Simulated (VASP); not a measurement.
Write the native input for VASP 6.6.1 that does the following.

| Item | Value |
| --- | --- |
| Task | relaxation of cell and atoms |
| Functional | PBE |
| Potentials or basis | VASP PAW PBE potentials, release 64 (Si, B) |
| Cutoff | 520 eV |
| k mesh | 5 × 5 × 5 |
| Occupations | gaussian, width 0.15 eV |
| Spin | no spin polarisation |
| Further INCAR settings | PREC = Normal; LREAL = Auto; ALGO = Fast; EDIFF = 1e-05; ISYM = 0; IBRION = 2; EDIFFG = -0.03; NSW = 110; ISIF = 3 |

The structure of SiB2 lies in POSCAR:

```
SiB2
1.0
    5.1341346800     -2.4131234300      0.0286824200
    5.0952747800      2.3310701700     -0.0305106000
   -3.0287445600     -0.0355955500      4.8439889200
Si B
4 8
Direct
    0.6334932600      0.1512787300      0.7144661600
    0.3657611700      0.8912169700      0.2838133500
    0.9025890600      0.3634421400      0.3277674700
    0.1697458300      0.5688711600      0.6865308200
    0.1834811400      0.2453033100      0.0201325000
    0.7818635600      0.4281260900      0.8851493700
    0.3712638800      0.8601808800      0.9257451100
    0.7773848800      0.8258042300      0.9586263500
    0.2045151400      0.5640055300      0.0680049900
    0.5936231500      0.1969093300      0.1304114700
    0.0436172400      0.0077909300      0.7009238600
    0.9456267100      0.9500227100      0.3361856600
```

The cell was built by a generator and needn't be a form met in nature.

These files were run (other wordings do the same):

INCAR

```
SYSTEM = SiB2
PREC = Normal
ENCUT = 520
EDIFF = 1E-5
ISMEAR = 0
SIGMA = 0.15
LREAL = Auto
LASPH = .TRUE.
NELM = 80
ALGO = Fast
ISIF = 3
LWAVE = .FALSE.
LCHARG = .FALSE.
GGA = PE
IBRION = 2
NSW = 110
EDIFFG = -0.03
ISYM = 0
KPAR = 2
```

KPOINTS

```
Automatic mesh
0
G
  5 5 5
  0 0 0
```

Potentials or basis: VASP PAW PBE potentials, release 64 (Si, B).

Command:

```sh
$ cat potpaw_PBE.64/Si/POTCAR potpaw_PBE.64/B/POTCAR > POTCAR
$ mpirun -np 2 vasp_std > vasp.out
```

It gave:

```
Relaxed volume                         : 9.88 Å³/atom
Relaxed cell                           : a = 5.606 Å, b = 5.608 Å, c = 5.718 Å, α = 118.39°, β = 118.40°, γ = 50.84°
Space group after relaxing (to 0.05 Å) : C2/m (No. 12)
Energy gained by relaxing              : 280.8 meV/atom
Ionic steps                            : 25
Pressure after relaxing                : 0.0 GPa
Largest force after relaxing           : 0.023 eV/Å
Band gap on the k mesh                 : none (metal or under the smearing width)
```

Run time: 4.2 min on 2 MPI ranks on Intel(R) Xeon(R) 6975P-C (Granite Rapids), with other jobs on the host, peak memory 0.25 GiB a rank.
